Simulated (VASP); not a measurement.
A run of VASP 6.6.1:

File INCAR:

```
PREC = Accurate
ENCUT = 520
EDIFF = 1E-7
ISMEAR = -1
SIGMA = 0.05
LREAL = False
LASPH = True
NELM = 60
ALGO = Normal
ISIF = 2
LWAVE = False
LCHARG = False
GGA = PS
NBANDS = 25
```

The input KPOINTS:

```
Automatic mesh
0
Gamma
  10 10 10
```

The input POSCAR:

```
TiWC2
1.0
    1.5344247749      0.8859005568      5.0555035516
   -1.5344247749      0.8859005568      5.0555035516
    0.0000000000     -1.7718011137      5.0555035516
W Ti C
1 1 2
Direct
    0.0000000000      0.0000000000      0.0000000000
    0.5000000000      0.5000000000      0.5000000000
    0.7506280000      0.7506280000      0.7506280000
    0.2493720000      0.2493720000      0.2493720000
```

Potentials or basis: VASP PAW PBE potentials, release 64 (W_sv, Ti_sv, C).

Command:

```console
$ cat potpaw_PBE.64/W_sv/POTCAR potpaw_PBE.64/Ti_sv/POTCAR potpaw_PBE.64/C/POTCAR > POTCAR
$ mpirun -np 1 vasp_std > vasp.out
```

Hardware: 1 thread of Intel(R) Xeon(R) 6975P-C (Granite Rapids), with other jobs on the host.

Task: How long does it take, and how much memory?

Result: Run time: 3.7 min on 1 thread of Intel(R) Xeon(R) 6975P-C (Granite Rapids), on a shared host, peak memory 0.32 GiB. Counts: scf iterations 17, k points 116.
